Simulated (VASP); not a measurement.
Level of theory: PBEsol GGA, VASP's PBE PAW potentials (set 64) (plane waves; VASP 6.6.1).

VASP input:

INCAR:
```
# general
SYSTEM   =  Be5Pt
PREC     =  Accurate
ENCUT    =  300
LREAL    =  F
LASPH    =  T

# electronic loop
EDIFF    =  1E-6
NELM     =  100
ALGO     =  Normal
LMAXMIX  =  6

# smearing
ISMEAR   =  -1
SIGMA    =  0.136

# functional
GGA      =  PS

# ions
ISIF     =  2

# output
LWAVE    =  F
LCHARG   =  F
```

**KPOINTS**
```
Automatic mesh
0
Gamma
3 3 3
0 0 0
```

POSCAR:
```
Be5Pt
4.2161950
  0.0000000000   0.7071067633   0.7071067633
  0.7071067633   0.0000000000   0.7071067633
  0.7071067633   0.7071067633   0.0000000000
Be Pt
5 1
Cart
  0.3623299908   0.3557998598   0.3698811839
  0.5178772153   0.5361559251   0.8824381279
  0.5342248165   0.8723660992   0.5159065087
  0.8952006979   0.8872118057   0.8740942681
  0.8813385769   0.5246067504   0.5405371586
 -0.0089894483   0.0058407019  -0.0008761053
```

POTCAR, in this order: Be Pt (PBE.64 set). Program: vasp_std.

The run wrote:

**OSZICAR**
```
       N       E                     dE             d eps       ncg     rms          rms(c)
DAV:   1     0.241613653884E+02    0.24161E+02   -0.64257E+03   432   0.791E+02
DAV:   2    -0.326314625606E+02   -0.56793E+02   -0.54576E+02   498   0.170E+02
DAV:   3    -0.340845709873E+02   -0.14531E+01   -0.14433E+01   542   0.302E+01
DAV:   4    -0.340948277795E+02   -0.10257E-01   -0.10251E-01   470   0.263E+00
DAV:   5    -0.340949959445E+02   -0.16817E-03   -0.16810E-03   542   0.315E-01    0.176E+01
DAV:   6    -0.308120433958E+02    0.32830E+01   -0.39625E+01   422   0.513E+01    0.706E+00
DAV:   7    -0.298908267496E+02    0.92122E+00   -0.53174E+00   404   0.230E+01    0.120E+00
DAV:   8    -0.298615190273E+02    0.29308E-01   -0.20209E-01   524   0.353E+00    0.933E-01
DAV:   9    -0.298428799491E+02    0.18639E-01   -0.26163E-02   500   0.152E+00    0.193E-01
DAV:  10    -0.298414989093E+02    0.13810E-02   -0.23054E-03   500   0.443E-01    0.459E-02
DAV:  11    -0.298414715992E+02    0.27310E-04   -0.10401E-04   542   0.935E-02    0.111E-02
DAV:  12    -0.298414730726E+02   -0.14734E-05   -0.18658E-05   512   0.373E-02    0.878E-03
DAV:  13    -0.298414717126E+02    0.13600E-05   -0.69938E-06   512   0.264E-02    0.939E-04
DAV:  14    -0.298414717304E+02   -0.17837E-07   -0.21311E-07   298   0.383E-03
   1 F= -.29841472E+02 E0= -.29831440E+02  d E =-.200638E-01
```

**OUTCAR**
```
------------------------ aborting loop because EDIFF is reached ----------------------------------------
  FORCE on cell =-STRESS in cart. coord.  units (eV):
  Direction    XX          YY          ZZ          XY          YZ          ZX
  --------------------------------------------------------------------------------------
  Total       -0.3526304     -0.4548370     -0.3833371     -0.0868946      0.1879116     -0.1236166
  in kB      -10.6606410    -13.7505264    -11.5889586     -2.6269787      5.6808995     -3.7371473
  external PRESSURE =     -12.0000420 kB  Pullay stress =       0.0000000 kB
  volume of cell :       53.00
      direct lattice vectors                 reciprocal lattice vectors
     0.000000000  2.981300000  2.981300000    -0.167712072  0.167712072  0.167712072
     2.981300000  0.000000000  2.981300000     0.167712072 -0.167712072  0.167712072
     2.981300000  2.981300000  0.000000000     0.167712072  0.167712072 -0.167712072
 POSITION                                       TOTAL-FORCE (eV/Angst)
 -----------------------------------------------------------------------------------
      1.52765      1.50012      1.55949        -0.175005     -0.000582     -0.308241
      2.18347      2.26054      3.72053         0.486528      0.290601      0.059589
      2.25240      3.67807      2.17516        -0.057738      0.414827      0.498877
      3.77434      3.74066      3.68535        -0.860480     -0.194821      0.134816
      3.71590      2.21184      2.27901         0.126965     -0.100000     -0.252647
      5.92470      3.00593      2.97761         0.479730     -0.410025     -0.132395
 -----------------------------------------------------------------------------------
    total drift:                               -0.000068     -0.000122     -0.000002
  FREE ENERGIE OF THE ION-ELECTRON SYSTEM (eV)
  ---------------------------------------------------
  free  energy   TOTEN  =       -29.8414717304 eV

  energy  without entropy=      -29.8214079090  energy(sigma->0) =      -29.83143982
```
(Selected blocks of OUTCAR.)

At this cut-off the stress carries a Pulay error, which pulls relaxed volumes low.

The structure comes from a computed database's Be5Pt entry; how it stands against other phases isn't given here. The cell was not relaxed at this level, atoms are displaced from their ideal sites. The k-mesh is coarse (spacing up to 0.61 per Å, 2π included), so the numbers may not be converged in it. The run is one of a series of settings (KPOINTS 3×3×3 Γ-centred mesh against the base run), some of them coarse on purpose.
